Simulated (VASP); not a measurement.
Mo:

```
Mo
1.0
    -1.57342    1.57342    1.57342
     1.57342   -1.57342    1.57342
     1.57342    1.57342   -1.57342
Mo
1
Direct
  0.00000 0.00000 0.00000
```

- Program: VASP 6.6.1
- Task: relaxation of cell and atoms
- Functional: PBE
- Potentials or basis: VASP PAW PBE potentials, release 64 (Mo_sv)
- Cutoff: 700 eV
- k mesh: 18 × 18 × 18
- Occupations: gaussian, width 0.1 eV
- Spin: no spin polarisation

At the start: pressure 4.0 GPa; volume 15.58 Å³/atom.

Problem. Where does the relaxation end?

Solution. Over 4 steps the energy falls by 2.9 meV/atom and the volume is 15.81 Å³/atom (+1.5 %); space group Im-3m (No. 229, to 0.05 Å).

Step by step:
```csv
step,energy change (eV),largest force (eV/Å),pressure (GPa),volume (Å³)
1,0.0000,0.0000,4.00,15.58
2,0.0180,0.0000,-9.74,16.47
3,-0.0029,0.0000,-0.04,15.82
4,-0.0029,0.0000,0.02,15.81
```

Final structure:
```
Mo
1.0
    -1.58119    1.58119    1.58119
     1.58119   -1.58119    1.58119
     1.58119    1.58119   -1.58119
Mo
1
Direct
  0.00000 0.00000 0.00000
```
